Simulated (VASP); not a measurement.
```
WS2
1.0
    1.60543    -2.78069     0.00000
    1.60543     2.78069     0.00000
    0.00000     0.00000    15.33338
W S
2 4
Direct
  0.33333   0.66667   0.25000
  0.66667   0.33333   0.75000
  0.33333   0.66667   0.85254
  0.66667   0.33333   0.35254
  0.66667   0.33333   0.14746
  0.33333   0.66667   0.64746
```

The numbers are results of RPBE GGA, VASP's PBE PAW potentials (set 64) (plane waves; VASP), not measurements. Run with 520 eV cut-off, 9×9×2 Γ-centred mesh, tetrahedra with Blöchl corrections, potentials W_sv S.

The cores are frozen, which limits the accuracy of field gradients. Without a dispersion term in the relaxation, distances and binding between the weakly bound layers, chains or molecules are unreliable, and so is what depends on them.

Problem. Give the principal components of the electric field gradient (V/Å²) and the asymmetry η at each nucleus.

Solution. 
| atom | Vxx | Vyy | Vzz | η |
|---|---|---|---|---|
| W1 | 76.1 | 76.1 | -152.2 | 0.00 |
| W2 | 76.1 | 76.1 | -152.2 | 0.00 |
| S3 | 23.7 | 23.7 | -47.4 | 0.00 |
| S4 | 23.7 | 23.7 | -47.4 | 0.00 |
| S5 | 23.7 | 23.7 | -47.4 | 0.00 |
| S6 | 23.7 | 23.7 | -47.4 | 0.00 |

The compound is WS2 in the 2H layered structure. It was relaxed first, which changed the volume by +29 %.
